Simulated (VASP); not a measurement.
# What spin-orbit coupling changes in LaPt2

What does spin-orbit coupling change in LaPt2, and what does it cost? All runs use PBEsol. Left out of this account: 1 further run (fields: a reference on another mesh). The start is a cell from a database of measured crystal structures.

Main program and level: VASP 6.6.1; PBEsol; plane waves and PAW (La, Pt), in the first sound run; inputs show where later runs differ.

Report form: the programs' logs are mostly left out.

## Step 1: Set-up

Symmetry: Fd-3m, No. 227, cubic system. The conventional cell has a = 7.774 Å, b = 7.774 Å, c = 7.774 Å, α = 90.00°, β = 90.00°, γ = 90.00°. Nearest to La lie 12 Pt at 3.22 Å and 4 La at 3.37 Å. Pt has 6 Pt at 2.75 Å and 6 La at 3.22 Å nearest. Farther neighbours are not listed.

Structure file:

```xyz
6
Lattice="0.0000 3.8870 3.8870 3.8870 0.0000 3.8870 3.8870 3.8870 0.0000" Properties=species:S:1:pos:R:3 pbc="T T T"
La    0.0000    0.0000    0.0000
La    1.9435    1.9435    1.9435
Pt    4.8587    4.8587    4.8587
Pt    4.8587    2.9152    2.9152
Pt    2.9152    2.9152    4.8587
Pt    2.9152    4.8587    2.9152
```

## Step 2: Band structure (PBEsol)

The mesh alone shows little of the dispersion and can miss band extrema, so KPOINTS_OPT adds a path through the symmetry points after the self-consistent cycle. PBEsol restores the gradient expansion of exchange and is tuned for the cells of solids.

INCAR reads:

```
SYSTEM = LaPt2
PREC = Accurate
ENCUT = 400
EDIFF = 1E-06
NELM = 100
ISMEAR = -1
SIGMA = 0.05
LREAL = .FALSE.
ALGO = Normal
GGA = PS
NBANDS = 48
LASPH = .TRUE.
LORBIT = 11
LWAVE = .FALSE.
LCHARG = .FALSE.
KPAR = 4
```

POSCAR reads:

```
LaPt2
1.0
    0.0000000000      3.8870000000      3.8870000000
    3.8870000000      0.0000000000      3.8870000000
    3.8870000000      3.8870000000      0.0000000000
La Pt
2 4
Direct
    0.0000000000      0.0000000000      0.0000000000
    0.2500000000      0.2500000000      0.2500000000
    0.6250000000      0.6250000000      0.6250000000
    0.1250000000      0.6250000000      0.6250000000
    0.6250000000      0.6250000000      0.1250000000
    0.6250000000      0.1250000000      0.6250000000
```

KPOINTS reads:

```
Automatic mesh
0
Gamma
6 6 6
0 0 0
```

KPOINTS_OPT reads:

```
Line mode
16
Line-mode
Reciprocal
  0.00000000   0.00000000   0.00000000 GAMMA
  0.50000000   0.00000000   0.50000000 X

  0.50000000   0.00000000   0.50000000 X
  0.50000000   0.25000000   0.75000000 W

  0.50000000   0.25000000   0.75000000 W
  0.37500000   0.37500000   0.75000000 K

  0.37500000   0.37500000   0.75000000 K
  0.00000000   0.00000000   0.00000000 GAMMA

  0.00000000   0.00000000   0.00000000 GAMMA
  0.50000000   0.50000000   0.50000000 L

  0.50000000   0.50000000   0.50000000 L
  0.62500000   0.25000000   0.62500000 U

  0.62500000   0.25000000   0.62500000 U
  0.50000000   0.25000000   0.75000000 W

  0.50000000   0.25000000   0.75000000 W
  0.50000000   0.50000000   0.50000000 L

  0.50000000   0.50000000   0.50000000 L
  0.37500000   0.37500000   0.75000000 K

  0.62500000   0.25000000   0.62500000 U
  0.50000000   0.00000000   0.50000000 X
```

Potentials, in the order of the species: La and Pt (PBE family, release 64).

Started as:

```console
$ mpirun -np 4 vasp_std
```

Run time: 2 min. Hardware: 4 MPI ranks of Intel Xeon Platinum 8124M at 3.00GHz (Skylake/Cascade Lake), shared host; peak memory 1.1 GiB; 8.1 min of CPU time.

The k-mesh is coarse for a metal. Spin-orbit coupling is off here; with elements this heavy it splits and shifts levels by tenths of an eV or more. The PAW data sets were made with PBE, which is usual practice but a small mismatch for other functionals.

This step gave:

```
electronic steps        : 16
electrons               : 62
bands                   : 48
irreducible k points    : 16
symmetry operations     : 48
free energy (TOTEN)     : -45.01 eV
energy at zero smearing : -45.00 eV
Fermi energy            : 11.05 eV
pressure                : -1.979 GPa
metallic                : yes
```

The electronic bands at the labelled points (eV, zero at the Fermi level; # counts the bands kept):

| point | #20 | #21 | #22 | #23 | #24 | #25 | #26 | #27 |
| --- | --- | --- | --- | --- | --- | --- | --- | --- |
| Γ | -1.59 | 0.00 | 0.00 | 0.00 | 0.12 | 0.15 | 0.15 | 0.15 |
| 0.53 of the way | -1.49 | -1.49 | -1.43 | -0.80 | 0.19 | 0.66 | 0.83 | 0.83 |
| X | -2.02 | -1.95 | -1.95 | 0.08 | 0.08 | 1.12 | 1.12 | 1.60 |
| 0.53 of the way | -2.26 | -1.70 | -1.70 | 0.08 | 0.08 | 1.14 | 1.14 | 1.59 |
| W | -2.36 | -1.52 | -1.52 | 0.02 | 0.02 | 1.18 | 1.18 | 1.42 |
| 0.47 of the way | -2.34 | -1.69 | -1.44 | -0.22 | 0.36 | 1.08 | 1.22 | 1.46 |
| K | -2.36 | -1.81 | -1.45 | -0.32 | 0.60 | 1.00 | 1.42 | 1.44 |
| 0.53 of the way | -1.43 | -1.29 | -0.95 | -0.67 | 0.12 | 0.62 | 0.89 | 1.07 |
| Γ | -1.59 | 0.00 | 0.00 | 0.00 | 0.12 | 0.15 | 0.15 | 0.15 |
| 0.53 of the way | -1.62 | -1.62 | -0.35 | -0.07 | -0.07 | 0.15 | 0.78 | 0.78 |
| L | -1.76 | -1.76 | -0.01 | -0.01 | 0.14 | 0.25 | 1.54 | 1.54 |
| 0.47 of the way | -1.94 | -1.76 | -0.68 | -0.30 | 0.47 | 0.58 | 1.32 | 1.42 |
| U | -2.36 | -1.81 | -1.45 | -0.32 | 0.60 | 1.00 | 1.42 | 1.44 |
| 0.53 of the way | -2.34 | -1.69 | -1.44 | -0.22 | 0.36 | 1.08 | 1.22 | 1.46 |
| W | -2.36 | -1.52 | -1.52 | 0.02 | 0.02 | 1.18 | 1.18 | 1.42 |
| 0.47 of the way | -2.18 | -1.75 | -0.94 | -0.34 | 0.55 | 0.77 | 1.18 | 1.51 |
| L | -1.76 | -1.76 | -0.01 | -0.01 | 0.14 | 0.25 | 1.54 | 1.54 |
| 0.53 of the way | -2.01 | -1.76 | -0.81 | -0.37 | 0.57 | 0.66 | 1.29 | 1.41 |
| K | -2.36 | -1.81 | -1.45 | -0.32 | 0.60 | 1.00 | 1.42 | 1.44 |
| jump to U | -2.36 | -1.81 | -1.45 | -0.32 | 0.60 | 1.00 | 1.42 | 1.44 |
| 0.47 of the way | -2.11 | -1.90 | -1.71 | -0.06 | 0.27 | 1.06 | 1.22 | 1.55 |
| X | -2.02 | -1.95 | -1.95 | 0.08 | 0.08 | 1.12 | 1.12 | 1.60 |

Of the projections kept (La, Pt), the largest for each band there; the rest of the weight can lie on other orbitals:

```csv
point,#20,#21,#22,#23,#24,#25,#26,#27
Γ,La 0.64,Pt 0.54,Pt 0.54,Pt 0.54,Pt 0.89,Pt 1.00,Pt 1.00,Pt 1.00
X,Pt 0.98,Pt 0.98,Pt 0.98,Pt 0.54,Pt 0.54,La 0.64,La 0.64,La 0.78
W,Pt 0.96,Pt 0.98,Pt 0.98,Pt 0.84,Pt 0.84,La 0.57,La 0.57,La 0.87
K,Pt 0.95,Pt 0.99,Pt 0.99,Pt 0.89,La 0.50,La 0.54,La 0.82,La 0.68
Γ,La 0.64,Pt 0.54,Pt 0.54,Pt 0.54,Pt 0.89,Pt 1.00,Pt 1.00,Pt 1.00
L,Pt 0.99,Pt 0.99,La 0.66,La 0.66,Pt 1.00,Pt 0.61,Pt 0.74,Pt 0.74
```

There is no gap at this level.

## Step 3: Bands along the symmetry lines (PBEsol + SOC)

This step: PBEsol, spin-orbit coupling; plane waves and PAW (La, Pt) (VASP 6.6.1).

The mesh alone shows little of the dispersion and can miss band extrema, so KPOINTS_OPT adds a path through the symmetry points after the self-consistent cycle. Spin-orbit coupling needs spinors and the noncollinear program, where each band holds one electron.

INCAR, as its differences from that of step 2:

```diff
@@ -10,4 +10,9 @@
 GGA = PS
-NBANDS = 48
+LNONCOLLINEAR = .TRUE.
+MAGMOM = 0 0 0 0 0 0 0 0 0 0 0 0 0 0 0 0 0 0
+NBANDS = 76
+GGA_COMPAT = .FALSE.
 LASPH = .TRUE.
+LSORBIT = .TRUE.
+LMAXMIX = 6
 LORBIT = 11
```

POSCAR is that of step 2.

KPOINTS is that of step 2.

KPOINTS_OPT is that of step 2.

Started as:

```console
$ mpirun -np 4 vasp_ncl
```

Elapsed: 12 min, on 4 MPI ranks; peak memory 2.5 GiB; 48 min of CPU time.

At this level the cell is under a tension of 2.2 GPa, so at these settings it is away from equilibrium.

This step gave:

- electronic steps: 17
- bands: 76
- free energy (TOTEN): -47.01 eV
- energy at zero smearing: -47.00 eV
- pressure: -2.198 GPa

On-site spin-orbit energy by atom:

| atom | on-site spin-orbit energy (eV) |
| --- | --- |
| La1 | -0.609 |
| La2 | -0.609 |
| Pt3 | -0.701 |
| Pt4 | -0.701 |
| Pt5 | -0.701 |
| Pt6 | -0.701 |

Electronic bands along the path, in eV, zero at the Fermi level; # counts the bands kept:

```
          point    #43    #44    #45    #46   #47   #48   #49   #50
              Γ  -0.05  -0.05  -0.01  -0.01  0.07  0.07  0.07  0.07
0.53 of the way  -1.14  -1.14  -0.71  -0.71  0.18  0.18  0.60  0.60
              X  -1.65  -1.65   0.12   0.12  0.12  0.12  1.12  1.12
0.53 of the way  -1.54  -1.54   0.09   0.09  0.14  0.14  1.15  1.15
              W  -1.48  -1.48  -0.03  -0.03  0.13  0.13  1.14  1.14
0.47 of the way  -1.40  -1.40  -0.18  -0.18  0.39  0.39  1.09  1.09
              K  -1.40  -1.40  -0.28  -0.28  0.62  0.62  1.01  1.01
0.53 of the way  -0.98  -0.98  -0.62  -0.62  0.12  0.12  0.54  0.54
              Γ  -0.05  -0.05  -0.01  -0.01  0.07  0.07  0.07  0.07
0.53 of the way  -0.43  -0.43  -0.17  -0.17  0.02  0.02  0.20  0.20
              L  -0.06  -0.06   0.00   0.00  0.15  0.15  0.28  0.28
0.47 of the way  -0.69  -0.69  -0.29  -0.29  0.49  0.49  0.61  0.61
              U  -1.40  -1.40  -0.28  -0.28  0.62  0.62  1.01  1.01
0.53 of the way  -1.40  -1.40  -0.18  -0.18  0.39  0.39  1.09  1.09
              W  -1.48  -1.48  -0.03  -0.03  0.13  0.13  1.14  1.14
0.47 of the way  -0.93  -0.93  -0.32  -0.32  0.56  0.56  0.79  0.79
              L  -0.06  -0.06   0.00   0.00  0.15  0.15  0.28  0.28
0.53 of the way  -0.81  -0.81  -0.35  -0.35  0.58  0.58  0.69  0.69
              K  -1.40  -1.40  -0.28  -0.28  0.62  0.62  1.01  1.01
      jump to U  -1.40  -1.40  -0.28  -0.28  0.62  0.62  1.01  1.01
0.47 of the way  -1.56  -1.56  -0.02  -0.02  0.29  0.29  1.07  1.07
              X  -1.65  -1.65   0.12   0.12  0.12  0.12  1.12  1.12
```

Of the projections kept (La, Pt), the largest for each band there; the rest of the weight can lie on other orbitals:

```
point      #43      #44      #45      #46      #47      #48      #49      #50
    Γ  Pt 1.00  Pt 1.00  Pt 0.90  Pt 0.90  Pt 0.53  Pt 0.53  Pt 0.53  Pt 0.53
    X  Pt 0.98  Pt 0.98  Pt 0.56  Pt 0.56  Pt 0.56  Pt 0.56  La 0.64  La 0.64
    W  Pt 0.97  Pt 0.97  Pt 0.84  Pt 0.84  Pt 0.84  Pt 0.84  La 0.60  La 0.60
    K  Pt 0.98  Pt 0.98  Pt 0.90  Pt 0.90  Pt 0.51  Pt 0.51  La 0.54  La 0.54
    Γ  Pt 1.00  Pt 1.00  Pt 0.90  Pt 0.90  Pt 0.53  Pt 0.53  Pt 0.53  Pt 0.53
    L  La 0.62  La 0.62  La 0.62  La 0.62  Pt 0.99  Pt 0.99  Pt 0.57  Pt 0.57
```

There is no gap at this level. Without the coupling there was no gap either. The run took 6.0 times the core time, with 76 spinor bands against 48.

## Step 4: Density of states (PBEsol)

This step: PBEsol; plane waves and PAW (La, Pt) (VASP 6.6.1).

Here the states are counted by energy and projected on the atoms.

INCAR reads:

```
SYSTEM = LaPt2
PREC = Accurate
ENCUT = 400
EDIFF = 1E-06
NELM = 100
ISMEAR = -5
SIGMA = 0.05
LREAL = .FALSE.
ALGO = Normal
GGA = PS
NBANDS = 48
LASPH = .TRUE.
LORBIT = 11
LWAVE = .FALSE.
LCHARG = .FALSE.
KPAR = 4
NEDOS = 2001
```

POSCAR is that of step 3.

KPOINTS is that of step 3.

Started as:

```console
$ mpirun -np 4 vasp_std
```

It took 36 s on 4 MPI ranks; peak memory 0.95 GiB; 1.9 min of CPU time.

At this level the cell is under a tension of 2.0 GPa, so at these settings it is away from equilibrium. With tetrahedra the forces and stress of a metal are not exact derivatives of the energy.

This step gave:

* bands: 48
* free energy (TOTEN): -45.00 eV
* Fermi energy: 10.92 eV
* pressure: -2.027 GPa
* DOS at the Fermi level: 1.781 states/eV/cell

The density of states has structure finer than the step of the table below, so its rows give means over 0.5 eV, whole bins alone (the curve runs from -12.0 to 1.94 eV). Peaks (eV: height): total -4.58: 18.2, -4.11: 15.7, -2.17: 20.5, 1.71: 16.5; Pt d -4.58: 13.3, -4.11: 11.2, -2.17: 17.5, -1.58: 10.1; La d 0.59: 1.25, 1.29: 3.06, 1.53: 2.27, 1.71: 3.78; La f 1.29: 1.93, 1.71: 6.44; Pt p -4.11: 0.688, -2.52: 0.763, -0.23: 0.939, 0.59: 1.32.

States under -12.0 eV and over 1.9 eV are left out. Table of density of states by energy, zero at the Fermi level; means over each step; values in states/eV/cell:

```csv
energy (eV),total,Pt d,La d,La f,Pt p,Pt s
-9.0,0,0,0,0,0,0
-8.5,0.0635,0.0149,0,7.0e-5,7.3e-4,0.0342
-8.0,0.417,0.112,5.8e-4,4.5e-4,0.0114,0.210
-7.5,0.961,0.305,0.00509,7.1e-4,0.0436,0.435
-7.0,1.71,0.589,0.0199,7.1e-4,0.102,0.712
-6.5,0.879,0.294,0.0187,4.1e-4,0.0624,0.347
-6.0,3.24,1.67,0.126,0.00958,0.118,0.750
-5.5,4.83,3.06,0.135,0.0218,0.141,0.662
-5.0,7.61,5.28,0.173,0.0337,0.259,0.560
-4.5,11.1,8.43,0.290,0.0454,0.257,0.310
-4.0,10.4,7.33,0.409,0.0501,0.444,0.441
-3.5,8.80,6.40,0.332,0.0583,0.445,0.225
-3.0,8.76,6.30,0.306,0.0698,0.462,0.251
-2.5,9.80,7.24,0.274,0.110,0.480,0.390
-2.0,9.60,8.16,0.177,0.107,0.223,0.111
-1.5,5.61,4.61,0.142,0.0463,0.317,0.0423
-1.0,2.28,1.61,0.0927,0.0366,0.243,0.0278
-0.5,4.21,1.97,0.430,0.114,0.640,0.0715
0.0,2.25,0.736,0.296,0.0939,0.415,0.0524
0.5,4.56,1.38,0.703,0.425,0.655,0.0863
1.0,5.78,1.80,1.59,0.697,0.312,0.0277
1.5,8.29,1.57,2.15,2.22,0.326,0.0915
```

Of the states within 0.3 eV of the Fermi level, the largest shares in the PAW spheres are Pt d 35 %, Pt p 18 % and La d 12 %. The rest lies in smaller channels or between the spheres.

## Step 5: Density of states (PBEsol + SOC)

This step: PBEsol, spin-orbit coupling; plane waves and PAW (La, Pt) (VASP 6.6.1).

INCAR, as its differences from that of step 4:

```diff
@@ -10,4 +10,9 @@
 GGA = PS
-NBANDS = 48
+LNONCOLLINEAR = .TRUE.
+MAGMOM = 0 0 0 0 0 0 0 0 0 0 0 0 0 0 0 0 0 0
+NBANDS = 76
+GGA_COMPAT = .FALSE.
 LASPH = .TRUE.
+LSORBIT = .TRUE.
+LMAXMIX = 6
 LORBIT = 11
```

POSCAR is that of step 4.

KPOINTS is that of step 4.

Started as:

```console
$ mpirun -np 4 vasp_ncl
```

The job ended after 2.4 min (4 MPI ranks; peak memory 2 GiB; 7.6 min of CPU time).

This step gave:

```
electronic steps       : 18
bands                  : 76
free energy (TOTEN)    : -47.00 eV
Fermi energy           : 10.93 eV
pressure               : -2.222 GPa
DOS at the Fermi level : 1.878 states/eV/cell
```

On-site spin-orbit energy by atom:

| atom | on-site spin-orbit energy (eV) |
| --- | --- |
| La1 | -0.608 |
| La2 | -0.608 |
| Pt3 | -0.703 |
| Pt4 | -0.703 |
| Pt5 | -0.703 |
| Pt6 | -0.703 |

The density of states has structure finer than the step of the table below, so its rows give means over 0.5 eV, whole bins alone (the curve runs from -12.0 to 0.389 eV). Peaks (eV: height): total -4.96: 15.4, -4.79: 20.2, -4.33: 14.5, -3.87: 18.9; Pt d -4.96: 11.3, -4.79: 15.4, -4.33: 10.9, -3.87: 13.3; Pt p -3.87: 0.659, -3.01: 0.732, -2.66: 0.615, -0.47: 0.973; La d -4.79: 0.479, -3.98: 0.553, -3.87: 0.884, -0.47: 0.761; Pt s -7.21: 0.837, -5.77: 1.33, -4.96: 0.880, -3.87: 0.768.

States under -12.0 eV and over 0.4 eV are left out. Density of states against energy, zero at the Fermi level; means over each step; values in states/eV/cell:

| energy (eV) | total | Pt d | Pt p | La d | Pt s | La p | La f |
| --- | --- | --- | --- | --- | --- | --- | --- |
| -9.0 | 0 | 0 | 0 | 0 | 0 | 0 | 0 |
| -8.5 | 0.0860 | 0.0214 | 0.00108 | 0 | 0.0455 | 7.0e-4 | 8.3e-5 |
| -8.0 | 0.456 | 0.130 | 0.0132 | 7.3e-4 | 0.224 | 0.00716 | 4.6e-4 |
| -7.5 | 1.09 | 0.369 | 0.0508 | 0.00605 | 0.474 | 0.0227 | 7.3e-4 |
| -7.0 | 1.72 | 0.623 | 0.106 | 0.0205 | 0.690 | 0.0364 | 6.4e-4 |
| -6.5 | 0.789 | 0.292 | 0.0531 | 0.0179 | 0.289 | 0.0145 | 4.8e-4 |
| -6.0 | 4.48 | 2.48 | 0.154 | 0.162 | 0.921 | 0.0352 | 0.0141 |
| -5.5 | 5.19 | 3.63 | 0.140 | 0.108 | 0.496 | 0.0288 | 0.0226 |
| -5.0 | 10.5 | 7.85 | 0.278 | 0.218 | 0.485 | 0.0959 | 0.0374 |
| -4.5 | 10.5 | 7.98 | 0.325 | 0.243 | 0.358 | 0.157 | 0.0427 |
| -4.0 | 8.87 | 6.13 | 0.367 | 0.394 | 0.435 | 0.138 | 0.0446 |
| -3.5 | 6.38 | 4.38 | 0.384 | 0.272 | 0.257 | 0.0843 | 0.0452 |
| -3.0 | 9.35 | 6.48 | 0.600 | 0.356 | 0.343 | 0.121 | 0.0786 |
| -2.5 | 8.45 | 6.30 | 0.416 | 0.228 | 0.270 | 0.119 | 0.0937 |
| -2.0 | 9.50 | 7.83 | 0.293 | 0.216 | 0.125 | 0.0738 | 0.107 |
| -1.5 | 5.83 | 4.68 | 0.315 | 0.181 | 0.0549 | 0.0215 | 0.0619 |
| -1.0 | 2.92 | 2.00 | 0.321 | 0.136 | 0.0353 | 0.0177 | 0.0483 |
| -0.5 | 3.93 | 1.91 | 0.595 | 0.384 | 0.0610 | 0.0390 | 0.108 |
| 0.0 | 2.42 | 0.928 | 0.402 | 0.289 | 0.0559 | 0.0370 | 0.0968 |

The DOS at the Fermi level goes from 1.78 to 1.88 states/eV/cell, a number that is sensitive to the mesh. The run took 4.0 times the core time, with 76 spinor bands against 48. Of the states within 0.3 eV of the Fermi level, the largest shares in the PAW spheres are Pt d 39 %, Pt p 17 % and La d 12 %. The rest lies in smaller channels or between the spheres.

## Step 6: Full relaxation (PBEsol)

This step: PBEsol; plane waves and PAW (La, Pt) (VASP 6.6.1).

Last, the cell itself: ISIF = 3 frees volume, shape and positions, first without the coupling.

INCAR reads:

```
SYSTEM = LaPt2
PREC = Accurate
ENCUT = 400
EDIFF = 1E-06
NELM = 100
ISMEAR = -1
SIGMA = 0.05
LREAL = .FALSE.
ALGO = Normal
GGA = PS
NBANDS = 38
LASPH = .TRUE.
LORBIT = 11
LWAVE = .FALSE.
LCHARG = .FALSE.
KPAR = 4
IBRION = 2
NSW = 60
ISIF = 3
EDIFFG = -0.01
```

POSCAR is that of step 5.

KPOINTS is that of step 5.

Started as:

```console
$ mpirun -np 4 vasp_std
```

It took 71 s on 4 MPI ranks; peak memory 0.95 GiB.

The run keeps the 48 symmetry operations of its start, so it cannot find a distortion of lower symmetry.

Step by step:

```csv
step,energy less that of the first step (eV),largest force (eV/Å),pressure (GPa),volume (Å³)
1,0.0000,0.0000,-1.99,117.46
2,0.0232,0.0000,4.02,113.36
3,-0.0091,0.0000,-0.01,116.01
```

```csv
"conventional cell, symmetrised",before,after,change
a (Å),7.774,7.742,-0.4 %
b (Å),7.774,7.742,-0.4 %
c (Å),7.774,7.742,-0.4 %
volume (Å³/atom),19.58,19.34,-1.2 %
```

The relaxed structure:

```xyz
6
Lattice="0.0000 3.8710 3.8710 3.8710 0.0000 3.8710 3.8710 3.8710 0.0000" Properties=species:S:1:pos:R:3 pbc="T T T"
La    0.0000    0.0000    0.0000
La    1.9355    1.9355    1.9355
Pt    4.8388    4.8388    4.8388
Pt    4.8388    2.9033    2.9033
Pt    2.9033    2.9033    4.8388
Pt    2.9033    4.8388    2.9033
```

Numbers from this step:

```
bands                           : 38
free energy (TOTEN)             : -45.02 eV
energy at zero smearing         : -45.01 eV
Fermi energy                    : 11.24 eV
pressure                        : -0.01195 GPa
SCF cycles over all ionic steps : 38
```

It ends with forces that vanish by symmetry and a pressure of -0.01 GPa.

## Step 7: Relaxing cell and atoms (PBEsol + SOC)

This step: PBEsol, spin-orbit coupling; plane waves and PAW (La, Pt) (VASP 6.6.1).

The same relaxation with spinors and spin-orbit coupling.

INCAR, as its differences from that of step 6:

```diff
@@ -10,4 +10,9 @@
 GGA = PS
-NBANDS = 38
+LNONCOLLINEAR = .TRUE.
+MAGMOM = 0 0 0 0 0 0 0 0 0 0 0 0 0 0 0 0 0 0
+NBANDS = 76
+GGA_COMPAT = .FALSE.
 LASPH = .TRUE.
+LSORBIT = .TRUE.
+LMAXMIX = 6
 LORBIT = 11
```

POSCAR is that of step 6.

KPOINTS is that of step 6.

Started as:

```console
$ mpirun -np 4 vasp_ncl
```

Run time: 5.6 min. Hardware: 4 MPI ranks; peak memory 2.1 GiB; 18 min of CPU time.

Step by step:

```
step  energy less that of the first step (eV)  largest force (eV/Å)  pressure (GPa)  volume (Å³)
   1                                   0.0000                0.0000           -2.20       117.46
   2                                   0.0279                0.0000            4.46       112.95
   3                                  -0.0112                0.0000           -0.01       115.85
```

| conventional cell, symmetrised | before | after | change |
| --- | --- | --- | --- |
| a (Å) | 7.774 | 7.738 | -0.5 % |
| b (Å) | 7.774 | 7.738 | -0.5 % |
| c (Å) | 7.774 | 7.738 | -0.5 % |
| volume (Å³/atom) | 19.58 | 19.31 | -1.4 % |

The relaxed structure:

```xyz
6
Lattice="0.0000 3.8692 3.8692 3.8692 0.0000 3.8692 3.8692 3.8692 0.0000" Properties=species:S:1:pos:R:3 pbc="T T T"
La    0.0000    0.0000    0.0000
La    1.9346    1.9346    1.9346
Pt    4.8366    4.8366    4.8366
Pt    4.8366    2.9019    2.9019
Pt    2.9019    2.9019    4.8366
Pt    2.9019    4.8366    2.9019
```

Numbers from this step:

| Quantity | Value |
| --- | --- |
| bands | 76 |
| free energy (TOTEN) | -47.02 eV |
| energy at zero smearing | -47.01 eV |
| Fermi energy | 11.25 eV |
| pressure | -0.006792 GPa |
| SCF cycles over all ionic steps | 41 |

On-site spin-orbit energy by atom:

| atom | on-site spin-orbit energy (eV) |
| --- | --- |
| La1 | -0.610 |
| La2 | -0.610 |
| Pt3 | -0.702 |
| Pt4 | -0.702 |
| Pt5 | -0.702 |
| Pt6 | -0.702 |

The cell ends at 19.31 Å³/atom, -0.1 % from the run without the coupling. The run took 4.8 times the core time, with 76 spinor bands against 38.

The cell shrank by 1.4 % in volume.

## Step 8: Side by side

| quantity | without | with spin-orbit coupling |
| --- | --- | --- |
| gap (eV) | none | none |
| core minutes, bands | 8.1 | 49 |
| DOS at the Fermi level (states/eV/cell) | 1.78 | 1.88 |
| core minutes, DOS | 2.4 | 9.7 |
| relaxed volume (Å³/atom) | 19.34 | 19.31 |
| core minutes, relaxation | 4.7 | 23 |

## Step 9: Results

| Item | Value |
| --- | --- |
| gap (eV), without → with | none → none |
| DOS at the Fermi level (states/eV/cell), without → with | 1.78 → 1.88 |
| relaxed volume (Å³/atom), without → with | 19.34 → 19.31 |

LaPt2 has no gap with or without spin-orbit coupling. The relaxed volume moves by -0.1 %. The spinor runs cost 4.0 to 6.0 times as much, on a shared host. The k-sampling is coarse for a metal, so the Fermi level, pressures and the shape of the cell carry errors.

[Lines on the potential files, build, host, timing and source positions are cut from VASP's logs without a mark.]

[Logs are printed without paths, hosts, clocks, repeated set-up lines and the standing remarks that a program may print on its own settings, such as how far it seeks lower states.]

[Hosts, paths, dates, database ids (printed as entryN), source tags and the programs' standing remarks are cut or masked in the printed files.]

[A measured line is paired with the nearest computed mode of its activity, which favours agreement.]
